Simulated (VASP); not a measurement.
Ta3AsAu2O13:

```
CELL_PARAMETERS angstrom
5.24237 3.02668 4.14273
-5.24237 3.02668 4.14273
0.00000 -6.05337 4.14273
ATOMIC_POSITIONS crystal
Ta 0.23108 0.57229 0.23108
Ta 0.23108 0.23108 0.57229
Ta 0.57229 0.23108 0.23108
As 0.55878 0.55878 0.55878
Au 0.96559 0.96559 0.96559
Au 0.75105 0.75105 0.75105
O 0.40884 0.66762 0.40884
O 0.40884 0.40884 0.66762
O 0.66762 0.40884 0.40884
O 0.49726 0.01313 0.36024
O 0.36024 0.49726 0.01313
O 0.01313 0.36024 0.49726
O 0.36024 0.01313 0.49726
O 0.01313 0.49726 0.36024
O 0.49726 0.36024 0.01313
O 0.10963 0.74806 0.10963
O 0.10963 0.10963 0.74806
O 0.74806 0.10963 0.10963
O 0.30840 0.30840 0.30840
```

The cell was built by a generator and needn't be a form met in nature.

```yaml
Program: VASP 6.6.1
Task: relaxation of cell and atoms
Functional: RPBE
Potentials_or_basis: VASP PAW PBE potentials, release 64 (Ta_pv, As, Au, O)
Cutoff: 600 eV
k_mesh: 4 × 4 × 4
Occupations: fermi-dirac, width 0.05 eV
Spin: no spin polarisation
```

At the start: pressure 2.6 GPa; volume 20.76 Å³/atom.

**Question.** Where does the relaxation end?

**Answer.** Over 19 steps the energy falls by 5.0 meV/atom and the volume is 21.56 Å³/atom (+3.8 %); space group R3m (No. 160, to 0.05 Å).

The path:
```
step  energy change (eV)  largest force (eV/Å)  pressure (GPa)  volume (Å³)
   1              0.0000                0.3700            2.56       394.40
   2              0.1082                1.2764           -3.10       413.60
   3             -0.0688                0.3823            0.23       401.58
   4             -0.0679                0.7848           -0.02       405.12
   5             -0.0772                0.2669            0.10       403.30
   6             -0.0873                0.1195            0.08       405.32
   7             -0.0891                0.2756            0.07       406.61
   8             -0.0920                0.1310            0.02       408.31
   9             -0.0922                0.0857            0.03       407.96
  10             -0.0933                0.0686           -0.01       408.57
  11             -0.0933                0.0810           -0.02       408.73
  12             -0.0940                0.0644            0.00       409.01
  13             -0.0941                0.0625            0.01       409.10
  14             -0.0944                0.0509           -0.02       409.28
  15             -0.0944                0.0516           -0.03       409.33
  16             -0.0946                0.0385           -0.02       409.37
  17             -0.0949                0.0370            0.00       409.49
  18             -0.0949                0.0415            0.01       409.51
  19             -0.0951                0.0164            0.00       409.57
```

Final structure:
```
CELL_PARAMETERS angstrom
5.30091 3.06048 4.20763
-5.30091 3.06048 4.20763
0.00000 -6.12097 4.20763
ATOMIC_POSITIONS crystal
Ta 0.23176 0.57144 0.23176
Ta 0.23176 0.23176 0.57144
Ta 0.57144 0.23176 0.23176
As 0.55699 0.55699 0.55699
Au 0.96433 0.96433 0.96433
Au 0.74889 0.74889 0.74889
O 0.40793 0.66665 0.40793
O 0.40793 0.40793 0.66665
O 0.66665 0.40793 0.40793
O 0.49772 0.01485 0.36035
O 0.36035 0.49772 0.01485
O 0.01485 0.36035 0.49772
O 0.36035 0.01485 0.49772
O 0.01485 0.49772 0.36035
O 0.49772 0.36035 0.01485
O 0.11145 0.74686 0.11145
O 0.11145 0.11145 0.74686
O 0.74686 0.11145 0.11145
O 0.30884 0.30884 0.30884
```

Caveat: the PAW data sets were made with another functional, which shifts forces and pressure a little.
